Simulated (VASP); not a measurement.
A run of VASP 6.6.1:

File INCAR:

```
PREC = Accurate
ENCUT = 500
EDIFF = 1E-6
ISMEAR = 0
SIGMA = 0.05
LREAL = False
LASPH = True
NELM = 60
ALGO = Normal
ISIF = 2
LWAVE = False
LCHARG = False
ISPIN = 2
MAGMOM = 0.5 0 0 0
LORBIT = 11
GGA = ML
LUSE_VDW = True
AGGAC = 0.0
ZAB_VDW = -1.8867
LHYPERFINE = True
```

The input KPOINTS:

```
regular mesh
0
Gamma
  6 6 5
```

POSCAR

```
CaPb2F
1.0
    4.2320600000      0.0000000000      0.0000000000
    0.0000000000      4.2320600000      0.0000000000
    0.0000000000      0.0000000000      6.1433600000
Ca Pb F
1 2 1
Cartesian
    0.0000000000      0.0000000000      0.0000000000
    0.0000000000      2.1160300000      3.0716800000
    2.1160300000      0.0000000000      3.0716800000
    2.1160300000      2.1160300000      0.0000000000
```

Potentials or basis: VASP PAW PBE potentials, release 64 (Ca_pv, Pb, F).

Command:

```bash
$ cat potpaw_PBE.64/Ca_pv/POTCAR potpaw_PBE.64/Pb/POTCAR potpaw_PBE.64/F/POTCAR > POTCAR
$ mpirun -np 1 vasp_std > vasp.out
```

Hardware: 1 thread of Intel(R) Xeon(R) Platinum 8488C (Sapphire Rapids), on a shared host.

Question: Estimate the wall time of this run.

Answer: Run time: 3 min on 1 thread of Intel(R) Xeon(R) Platinum 8488C (Sapphire Rapids), with other jobs on the host, peak memory 0.57 GiB. Counts: scf iterations 16, k points 30.
